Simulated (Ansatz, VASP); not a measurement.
# Re (Rhenium) in two plane-wave programs

One calculation is typed for both programs; each brings its own data sets. How far apart do they land? The cell is taken from a series of runs on this material, whose earlier steps may have relaxed, scaled, displaced or heated it; both programs get it as it stands.

Program: Ansatz 0.2.0. Level of theory: plane waves, with VASP 6.6.1 beside it; zone-centre phonons at LDA. Results are calculated unless marked as measured.

### Step 1. The starting structure

Symmetry: P6_3/mmc, No. 194, hexagonal system. Conventional cell: a = 2.683 Å, b = 2.683 Å, c = 4.472 Å, α = 90.00°, β = 90.00°, γ = 120.00°. Nearest to Re lie 12 Re at 2.68 to 2.72 Å.

As a file:

```xyz
2
Lattice="2.6828 0.0000 0.0000 -1.3414 2.3234 0.0000 0.0000 0.0000 4.4723" Properties=species:S:1:pos:R:3 pbc="T T T"
Re    0.0000    1.5489    1.1181
Re    1.3414    0.7745    3.3542
```

### Step 2. VASP: zone-centre phonons, LDA

Second derivatives magnify differences that forces hide, and they need a tight electronic threshold.

Lines of VASP's logs that name or quote its potential files are left out, and so is its time.

INCAR reads:

```
SYSTEM = Re
PREC = Accurate
ENCUT = 600
EDIFF = 1E-08
NELM = 120
ISMEAR = 1
SIGMA = 0.2
LREAL = .FALSE.
ALGO = Normal
GGA = PW92
NBANDS = 13
LASPH = .TRUE.
LORBIT = 11
LWAVE = .FALSE.
LCHARG = .FALSE.
ISIF = 2
IBRION = 8
GGA_COMPAT = .FALSE.
KPAR = 2
```

POSCAR reads:

```
Re
1.0
    2.6827951992      0.0000000000      0.0000000000
   -1.3413975996      2.3233687956      0.0000000000
    0.0000000000      0.0000000000      4.4723179205
Re
2
Direct
    0.3333333334      0.6666666668      0.2500000000
    0.6666666668      0.3333333334      0.7500000000
```

KPOINTS reads:

```
Automatic mesh
0
Gamma
18 18 12
0 0 0
```

PAW data sets: Re (LDA family, release 64).

The run is started by

```sh
> mpirun -np 2 vasp_std
```

Numbers of over 12 decimals in the logs are rounded to 6 here.

The log of the run:

```text
[banner, memory and clock lines left out]
running    2 mpi-ranks, on    1 nodes
 distrk:  each k-point on    1 cores,    2 groups
 distr:  one band on    1 cores,    1 groups

 POSCAR found type information on POSCAR Re
 POSCAR found :  1 types and       2 ions
|                                                                             |
|               ----> ADVICE to this user running VASP <----                  |
|                                                                             |
|     You enforced a specific xc type in the INCAR file but a different       |
|     [... a line on the potential file left out ...]
|     I HOPE YOU KNOW WHAT YOU ARE DOING!                                     |
|                                                                             |

 LDA part: xc-table for (Slater(with rela. corr.)+PW92), standard interpolation
 POSCAR, INCAR and KPOINTS ok, starting setup
 FFT: planning ... GRIDC
 FFT: planning ... GRID_SOFT
 FFT: planning ... GRID
 WAVECAR not read
 entering main loop
       N       E                     dE             d eps       ncg     rms          rms(c)
DAV:   1     0.131008401573E+03    0.13101E+03   -0.64102E+03  7237   0.124E+03
DAV:   2    -0.196546183658E+02   -0.15066E+03   -0.13325E+03 10527   0.465E+02
DAV:   3    -0.286395617820E+02   -0.89849E+01   -0.78513E+01 11169   0.150E+02
DAV:   4    -0.288324412585E+02   -0.19288E+00   -0.18854E+00 11011   0.133E+01
DAV:   5    -0.288335763052E+02   -0.11350E-02   -0.11346E-02 11114   0.175E+00    0.470E+01
DAV:   6    -0.278094616545E+02    0.10241E+01   -0.78746E-01 11473   0.149E+01    0.210E+01
DAV:   7    -0.274595946655E+02    0.34987E+00   -0.57648E-01 11516   0.123E+01    0.477E-01
DAV:   8    -0.274507054108E+02    0.88893E-02   -0.48863E-03 10552   0.698E-01    0.141E-01
DAV:   9    -0.274495234974E+02    0.11819E-02   -0.51032E-04  9866   0.227E-01    0.458E-02
DAV:  10    -0.274495341911E+02   -0.10694E-04   -0.47245E-05 10983   0.605E-02    0.222E-02
DAV:  11    -0.274495336636E+02    0.52751E-06   -0.72421E-07 11213   0.122E-02    0.134E-03
DAV:  12    -0.274495336555E+02    0.80520E-08   -0.18141E-08  7369   0.155E-03
   1 F= -.27449534E+02 E0= -.27449923E+02  d E =0.116766E-02
 Linear response reoptimize wavefunctions to high precision
DAV:   1    -0.274495336530E+02    0.25266E-08   -0.63639E-09  9808   0.184E-03
DAV:   2    -0.274495336530E+02   -0.90949E-12   -0.78186E-11  5837   0.130E-04
 Linear response DOF=           2
 Linear response progress:
  Degree of freedom:   1/  2
       N       E                     dE             d eps       ncg     rms          rms(c)
RMM:   1    -0.915635924278E-01   -0.91564E-01    0.72937E-02 30883   0.218E+01
RMM:   2    -0.143409236845E+00   -0.51846E-01   -0.54597E-02 51597   0.208E+00    0.125E-01
RMM:   3    -0.143183339591E+00    0.22590E-03   -0.31459E-03 56163   0.412E-01    0.873E-02
RMM:   4    -0.142447190685E+00    0.73615E-03   -0.87916E-04 52480   0.250E-01    0.218E-02
RMM:   5    -0.142502639411E+00   -0.55449E-04   -0.36496E-05 52771   0.647E-02    0.921E-03
RMM:   6    -0.142517266816E+00   -0.14627E-04   -0.60800E-06 55836   0.189E-02    0.459E-03
RMM:   7    -0.142523424273E+00   -0.61575E-05   -0.75585E-07 52469   0.800E-03    0.141E-03
RMM:   8    -0.142524698866E+00   -0.12746E-05   -0.20723E-07 56884   0.303E-03    0.388E-04
RMM:   9    -0.142524112899E+00    0.58597E-06   -0.12653E-07 56368   0.108E-03    0.846E-05
RMM:  10    -0.142524152201E+00   -0.39302E-07   -0.14708E-07 58143   0.640E-04    0.239E-05
RMM:  11    -0.142524210480E+00   -0.58279E-07   -0.14277E-07 59136   0.521E-04    0.976E-06
RMM:  12    -0.142524206765E+00    0.37154E-08   -0.13523E-07 57745   0.485E-04    0.415E-06
RMM:  13    -0.142524208797E+00   -0.20321E-08   -0.13849E-07 61340   0.478E-04    0.378E-07
RMM:  14    -0.142524208619E+00    0.17795E-09   -0.13733E-07 57324   0.476E-04    0.292E-07
RMM:  15    -0.142524208098E+00    0.52035E-09   -0.14131E-07 49417   0.475E-04    0.569E-08
 first order change of Fermi-energy  -0.17352E-04
 force on displaced ion       1 direction 1 :  -5.635   0.000   0.000
 Linear response progress:
  Degree of freedom:   2/  2
       N       E                     dE             d eps       ncg     rms          rms(c)
RMM:   1    -0.133067167196E+00   -0.13307E+00    0.77625E-02 10787   0.228E+01
RMM:   2    -0.188232981486E+00   -0.55166E-01   -0.44240E-02 15969   0.232E+00    0.196E-01
RMM:   3    -0.189546946639E+00   -0.13140E-02   -0.13436E-02 18425   0.814E-01    0.112E-01
RMM:   4    -0.189393863399E+00    0.15308E-03   -0.13242E-04 18454   0.184E-01    0.669E-02
RMM:   5    -0.189674013345E+00   -0.28015E-03    0.10124E-04 18731   0.130E-01    0.955E-03
RMM:   6    -0.189706694978E+00   -0.32682E-04   -0.68763E-05 17903   0.349E-02    0.615E-03
RMM:   7    -0.189688668016E+00    0.18027E-04    0.83775E-05 17886   0.141E-02    0.295E-03
RMM:   8    -0.189707676846E+00   -0.19009E-04    0.19194E-05 18482   0.854E-03    0.786E-04
RMM:   9    -0.189708142380E+00   -0.46553E-06    0.74712E-06 18175   0.326E-03    0.107E-04
RMM:  10    -0.189707871492E+00    0.27089E-06   -0.31549E-07 19938   0.122E-03    0.650E-05
RMM:  11    -0.189707617769E+00    0.25372E-06    0.16524E-06 18508   0.724E-04    0.827E-06
RMM:  12    -0.189707742543E+00   -0.12477E-06    0.97009E-07 20773   0.549E-04    0.420E-06
RMM:  13    -0.189707763969E+00   -0.21426E-07    0.30613E-07 19954   0.511E-04    0.169E-06
RMM:  14    -0.189707745436E+00    0.18534E-07    0.59781E-07 20348   0.499E-04    0.762E-07
RMM:  15    -0.189707749244E+00   -0.38083E-08    0.54580E-07 19500   0.500E-04    0.537E-07
RMM:  16    -0.189707751425E+00   -0.21811E-08    0.53390E-07 18019   0.500E-04    0.180E-07
RMM:  17    -0.189707750399E+00    0.10260E-08    0.53289E-07 17186   0.500E-04    0.618E-08
 first order change of Fermi-energy   0.60641E-04
 force on displaced ion       1 direction 3 :  -0.000   0.000  -3.346
 Linear response finished
```

Parts of OUTCAR (step 2):

```text
ion  position               nearest neighbor table
   1  0.333  0.667  0.250-   2 2.72   2 2.72   2 2.72   2 2.72   2 2.72   2 2.72
   2  0.667  0.333  0.750-   1 2.72   1 2.72   1 2.72   1 2.72   1 2.72   1 2.72

  LATTYP: Found a hexagonal cell.
 ALAT       =     2.6827951992
 C/A-ratio  =     1.6670366496

 Subroutine GETGRP returns: Found 24 space group operations
 (whereof 12 operations were pure point group operations)

The static configuration has the point symmetry D_3d.
 The point group associated with its full space group is D_6h.

 Found    259 irreducible k-points:

   k-points           NKPTS =    259   k-points in BZ     NKDIM =    259   number of bands    NBANDS=     13

   dimension x,y,z NGX =    24 NGY =   24 NGZ =   36
   dimension x,y,z NGXF=    48 NGYF=   48 NGZF=   72

   ENCUT  =  600.0 eV  44.10 Ry    6.64 a.u.   5.36  5.36  8.93*2*pi/ulx,y,z

   NELECT =      14.0000    total number of electrons

 k-points in reciprocal lattice and weights: Automatic mesh
   0.00000000  0.00000000  0.00000000       0.000
   0.05555556 -0.00000000  0.00000000       0.002
   0.11111111 -0.00000000  0.00000000       0.002
   0.16666667 -0.00000000  0.00000000       0.002
   0.22222222 -0.00000000  0.00000000       0.002
   0.27777778  0.00000000  0.00000000       0.002
   0.33333333 -0.00000000  0.00000000       0.002
   0.38888889  0.00000000  0.00000000       0.002
   0.44444444 -0.00000000  0.00000000       0.002
[...]
0.33333333  0.27777778  0.50000000       0.003
   0.33333333  0.33333333  0.50000000       0.001

 average (electrostatic) potential at core
       1 -38.6323       2 -38.6323

  Total        3.5121805      3.5121805      0.2792412     -0.0000000      0.0000000      0.0000000
  in kB      201.8594436    201.8594436     16.0491390     -0.0000000      0.0000000      0.0000000
  external PRESSURE =     139.9226754 kB  Pullay stress =       0.0000000 kB

  energy-cutoff  :      600.00
  volume of cell :       27.88
      direct lattice vectors                 reciprocal lattice vectors
     2.682795199  0.000000000  0.000000000     0.372745560  0.215204750  0.000000000
    -1.341397600  2.323368796  0.000000000     0.000000000  0.430409499  0.000000000
     0.000000000  0.000000000  4.472317921     0.000000000  0.000000000  0.223597700

 POSITION                                       TOTAL-FORCE (eV/Angst)
 -----------------------------------------------------------------------------------
      0.00000      1.54891      1.11808         0.000000      0.000000      0.000000
      1.34140      0.77446      3.35424        -0.000000     -0.000000      0.000000
 -----------------------------------------------------------------------------------
    total drift:                               -0.000000     -0.000000      0.000000

 Eigenvectors and eigenvalues of the dynamical matrix
 ----------------------------------------------------

   1 f  =    3.846034 THz    24.165346 2PiTHz  128.289894 cm-1    15.905913 meV
             X         Y         Z           dx          dy          dz
      0.000000  1.548913  1.118079     0.707107    0.000000    0.000000
      1.341398  0.774456  3.354238    -0.707107    0.000000    0.000000

   2 f  =    3.846034 THz    24.165346 2PiTHz  128.289894 cm-1    15.905913 meV
             X         Y         Z           dx          dy          dz
      0.000000  1.548913  1.118079     0.000000    0.707107   -0.000000
      1.341398  0.774456  3.354238     0.000000   -0.707107    0.000000

   3 f  =    2.963594 THz    18.620808 2PiTHz   98.854842 cm-1    12.256433 meV
             X         Y         Z           dx          dy          dz
      0.000000  1.548913  1.118079     0.000000   -0.000000   -0.707107
      1.341398  0.774456  3.354238     0.000000    0.000000    0.707107

   4 f  =    0.000000 THz     0.000000 2PiTHz    0.000001 cm-1     0.000000 meV
             X         Y         Z           dx          dy          dz
      0.000000  1.548913  1.118079     0.000000   -0.623438   -0.333654
      1.341398  0.774456  3.354238     0.000000   -0.623438   -0.333654

   5 f  =    0.000000 THz     0.000000 2PiTHz    0.000000 cm-1     0.000000 meV
             X         Y         Z           dx          dy          dz
      0.000000  1.548913  1.118079     0.707107    0.000000    0.000000
      1.341398  0.774456  3.354238     0.707107    0.000000    0.000000

   6 f/i=    0.000000 THz     0.000000 2PiTHz    0.000001 cm-1     0.000000 meV
             X         Y         Z           dx          dy          dz
      0.000000  1.548913  1.118079     0.000000   -0.333654    0.623438
      1.341398  0.774456  3.354238     0.000000   -0.333654    0.623438

 ELASTIC MODULI CONTR FROM IONIC RELAXATION (kBar)
 Direction    XX          YY          ZZ          XY          YZ          ZX
 --------------------------------------------------------------------------------
 XX        -104.5966    104.5966      0.0000     -0.0000      0.0000      0.0000
 YY         104.5966   -104.5966     -0.0000      0.0000     -0.0000      0.0000
 ZZ           0.0000     -0.0000     -0.0000      0.0000     -0.0000      0.0000
 XY          -0.0000      0.0000      0.0000   -104.5966     -0.0000      0.0000
 YZ           0.0000     -0.0000     -0.0000     -0.0000     -0.0000      0.0000
 ZX           0.0000      0.0000      0.0000      0.0000      0.0000      0.0000
 --------------------------------------------------------------------------------
```

The data set Re keeps the semicore shell frozen, which is cheaper and a little less accurate.

### Step 3. Ansatz: zone-centre phonons, LDA

Ansatz runs on its PAW soft_1 files.

The same cell, functional (in two slightly different forms), mesh and smearing now go to Ansatz, which takes its cutoff from its data sets.

input.yaml reads:

```yaml
crystal:
  lattice:
    - [2.6827951992, 0.0, 0.0]
    - [-1.3413975996, 2.3233687956, 0.0]
    - [0.0, 0.0, 4.4723179205]
  atoms:
    - { symbol: Re, position: [0.3333333333, 0.6666666667, 0.25] }
    - { symbol: Re, position: [0.6666666667, 0.3333333333, 0.75] }
kpoints:
  mp_grid: { grid: [18, 18, 12] }
hamiltonian:
  xc: lda
  pseudopotentials: { kind: paw, azcp: { folder: soft_1 }, xc_functional: pbe }
scf:
  occupations: { method: methfessel_paxton, width: 0.2 }
output:
  eigenvalues: true
phonons:
  method: dfpt
```

The run is started by

```sh
> ansatz run input.yaml --threads 4 --pin off --max-ram 10240MiB --backend cpu --events-out ev --progress --plain --runs-dir out
```

The log of the run:

```text
zone centre: on kpoints.mp_grid the ground state, and the responses unless they are solved on pairs of k-points, stand on 637 of the mesh's 3888 k-points, reduced under 4 symmetry operations, with k and −k counted as one. Each operation leaves every solved displacement unchanged or reverses it
Engine: ansatz 0.2.0, x86_64-unknown-linux-gnu
Pseudopotentials: kind: paw
Pseudopotential: Re, paw, valence charge 15, recommended cutoff 420 eV (normal), soft_1/Re.paw.azcp
Functional definition: SPW92
  exchange = slater_x
  correlation = pw_c
Crystal: 2 atoms, lattice volume = 27.877 Å³
Basis set: ecut = 420 eV, 549 PW (Γ), exchange–correlation on 36×36×60 points (8 copies of the dense FFT grid, shifted against one another)
Bands: 19, of which v1, the nominal top of the filled ones, is band 15 counted from 1 (14 counted from 0)
Symmetry: 24 space group operations
k-points: 637 of 3888 (irreducible under 4 space group operations, time reversal used)
Non-local potential: Re, projectors of the file, l = 0: 3, l = 1: 2, l = 2: 2, l = 3: 1
PAW form: soft (Blöchl's): semilocal exchange-correlation on the pseudo side does not see the compensation charge
PAW frozen core: Re, regenerated for the run's functional, and the local potential with it (the file was generated under x = pbe(κ = 0.804, μ = 0.219515), c = pbe(β = 0.066725))
PAW one-centre angular grid: Re, 590 points (default); XC on 64 Gauss nodes
Initial density: superposition of atomic densities (chi_scale 0.1, normalization cell)
Initial wavefunctions: pseudopotential atomic-orbital guess
Functional: x = slater, c = lda
SCF iter   1: F=—  HF=-21217.458337 eV  |F-HF|=—  |Δ(HF+E_count)|=         —  Δρ=5.93e-2  dr2=8.52e-1  ethr=3.10e-3  ⟨swp⟩=4.7  Hψ=48362  notcnv=0
preconditioner: auto → none  [metal: Δε(μ)=0.010 eV  Ē_g=6.775 eV  σ=0.200 eV  W_gap=0.04  n_scr=8 (ndim 8)  ℏωp=26.3 eV  f_vac=0.000  D(μ)=1.44/eV (n_scr^D=22)  sad-step TF]
SCF iter   2: F=—  HF=-21217.209930 eV  |F-HF|=—  |Δ(HF+E_count)|=   2.48e-1  S|Δr|=    0.00e0  Δρ=3.43e-2  dr2=2.75e-1  ethr=2.84e-3  ⟨swp⟩=2.0  Hψ=19419  notcnv=0  defer=13
SCF iter   3: F=—  HF=-21217.097245 eV  |F-HF|=—  |Δ(HF+E_count)|=   1.13e-1  S|Δr|=    0.00e0  Δρ=1.53e-3  dr2=2.45e-4  ethr=9.16e-4  ⟨swp⟩=3.0  Hψ=23249  notcnv=0  defer=13
SCF iter   4: F=—  HF=-21217.097403 eV  |F-HF|=—  |Δ(HF+E_count)|=   1.58e-4  S|Δr|=    0.00e0  Δρ=1.56e-4  dr2=7.41e-6  ethr=8.18e-7  ⟨swp⟩=2.0  Hψ=17097  notcnv=0  defer=13
SCF iter   5: F=—  HF=-21217.097400 eV  |F-HF|=—  |Δ(HF+E_count)|=   2.76e-6  S|Δr|=    0.00e0  Δρ=2.29e-5  dr2=9.94e-8  ethr=2.47e-8  ⟨swp⟩=2.0  Hψ=16438  notcnv=0  defer=13
SCF iter   6: F=—  HF=-21217.097401 eV  |F-HF|=—  |Δ(HF+E_count)|=   3.99e-7  S|Δr|=    0.00e0  Δρ=3.15e-6  dr2=2.12e-9  ethr=3.31e-10  ⟨swp⟩=2.6  Hψ=21705  notcnv=0  defer=13
SCF iter   7: F=—  HF=-21217.097401 eV  |F-HF|=—  |Δ(HF+E_count)|=  2.26e-10  S|Δr|=    0.00e0  Δρ=7.71e-7  dr2=1.44e-10  ethr=7.06e-12  ⟨swp⟩=2.8  Hψ=21836  notcnv=0  defer=13
SCF iter   8: F=-21217.097401 eV  HF=-21217.097401 eV  |F-HF|=7.28e-12  |Δ(HF+E_count)|=  7.64e-11  S|Δr|=    0.00e0  Δρ=9.31e-8  dr2=1.07e-12  ethr=1.00e-12  ⟨swp⟩=5.9  Hψ=50647  notcnv=0
SCF 1 converged in 8 iterations: F = -21217.097401 eV  dr2 = 1.07e-12
  greatest PAW one-centre occupation: 0.999 electrons in one spin orbital (limit 2), on the Re atom at site 1 (counted from 0), in its partial waves of l = 0
DFPT response loops at Γ: preconditioner auto → Kerker (q_TF=auto, 2.762 Å⁻¹) (partly filled bands, converged f_vac=0.000); β = 1.00, the filter's whole step (`scf.mixing.beta` (0.50) is not read by the response loops under this deck's `scf.mixing.preconditioner`; to damp them name `kerker` or `kerker_dos`, under which they read `scf.mixing.beta`, and type it under 1.00, their step now; both keys bind the ground state too); Broyden in place of MSR1
SCF converged after 8 iterations
Stability not checked: this state was not tested for a lower state beside it, because cold or Methfessel-Paxton smearing, or corrected tetrahedra, fill the levels in a way that the test cannot read (fill_not_monotonic; see scf.lower_state_search)
Free energy (F): -21217.097401 eV
Harris-Foulkes:  -21217.097401 eV  (|F-HF|=7.28e-12)
Internal energy: -21217.098587 eV  (E = F + TS)
E sigma→0 (E₀):  -21217.097697 eV
Entropy (-TS):   0.001187 eV (0.593 meV/atom)
Fermi energy:    25.267028 eV
Step filling:    the computed levels leave a gap of 0.0000 eV = 0.0 smearing widths at the electron count; against every level under it full and every level over it empty, smearing changes F+E_penalty+E_count by +0.337 meV and its σ→0 estimate by +0.041 meV
--- Per-component energies (eV) ---
  E_band       = -108.015625
  E_kinetic    = 1054.337931
  E_local      = -1467.866334  (includes V_loc(G=0)·N_el)
  E_nonlocal   = 172.309405
  E_hartree    = 516.190691
  E_xc         = -711.012813
  E_vxc        = -584.553266  (∫ρ·V_xc dr)
  E_paw        = -16893.649463  (= ΣΔE_a)
  E_vpaw       = -314.624881  (= ΣTr[D̂ρ^β])
  E_aug_tail   = 0.000110  (compensation charges beyond the density's cutoff)
  E_ewald      = -3888.046455
  E_core_change = 0.638340  (= ΣΔE_core)
  E_smearing   = 0.001187  (= −TS)
  E_closure    = -0.000000  (closes the sum)
  Σ components = -21217.097401   (vs F -21217.097401, Δ=0.00e0)
--- Band table (eV; the first three rows and the last of 637) ---
  k-point 0: bands = [... 11 lower, 23.5407, 23.5407, 24.3538, 24.3538, 25.7078, 25.7078, 25.7179, 28.8519]
  k-point 1: bands = [... 11 lower, 23.5092, 23.5092, 24.3069, 24.3069, 25.4729, 25.8146, 25.8146, 28.8555]
  k-point 2: bands = [... 11 lower, 23.4394, 23.4394, 24.1785, 24.1785, 24.8471, 26.1055, 26.1055, 28.8482]
  k-point 636: bands = [... 11 lower, 21.7122, 23.0121, 23.0121, 24.9800, 24.9800, 29.4716, 29.4716, 32.2373]
--- Phonons (Γ-DFPT): 2 representative perturbations + reference, on 637 of 3888 k-points (Σ response iterations 5) ---
  k mesh reduced under 4 symmetry operations, with k and −k counted as one. Each operation leaves every solved displacement unchanged or reverses it
  ASR residual: 9.884e-5 → 0.000e0 eV/Å²; symmetrization residual: 1.021e-13 eV/Å²
  ASR residual per site (eV/Å²): 9.88e-5 9.88e-5
  Γ frequencies (cm⁻¹): 0.00 0.00 0.00 104.23 129.02 129.02
  non-analytic LO–TO correction: not included (Born effective charges unavailable; polar crystals: no LO–TO splitting at Γ)
```

The column dr2 measures how far the density is from self-consistency, as an energy; F and HF (Harris–Foulkes) agree once it is small.

### Step 4. Comparison

Known differences besides the potentials themselves: the data sets hold 30 valence electrons in Ansatz (on its PAW soft_1 files) and 14 in VASP; the cutoff is 420 eV in Ansatz and 600 eV in VASP; VASP's log shows a relativistic correction to its local exchange, Ansatz's none. Total energies have different zeros and are not compared.

Both answers:

```tsv
quantity	Ansatz	VASP	difference
optical mode 1 (cm⁻¹)	104.2	98.9	+5.44 %
optical mode 2 to 3 (cm⁻¹)	129.0	128.3	+0.57 %
```

Modes are paired by rising frequency, not by their patterns, so a pair may set unlike modes beside each other; they are those without the splitting of longitudinal modes.

### Step 5. Summary of results

```yaml
r_m_s_difference_of_the_optical_zone_centre_modes_each_program_s_sorted_by_frequency_zone_centre_phonons_lda: 3.2 cm⁻¹
difference_in_optical_mode_1_zone_centre_phonons_lda: +5.4 %
```

What this shows: The r.m.s. difference of the optical zone-centre modes, each program's sorted by frequency is 3.2 cm⁻¹ (zone-centre phonons, LDA). The data sets hold unlike numbers of valence electrons (30 in Ansatz and 14 in VASP), so part of the differences comes from the potentials. Among the rows given in per cent, the largest difference of the zone-centre phonons, LDA pair is in optical mode 1, +5.4 %. Such differences can come from data sets, numerical settings and the points named under the comparisons, not from the functional's error against experiment.

[Lines on the potential files, build, host, timing and source positions are cut from VASP's logs without a mark.]

[Logs are printed without paths, hosts, clocks, repeated set-up lines and the standing remarks that a program may print on its own settings, such as how far it seeks lower states.]

[Hosts, paths, dates, database ids (printed as entryN), source tags and the programs' standing remarks are cut or masked in the printed files.]
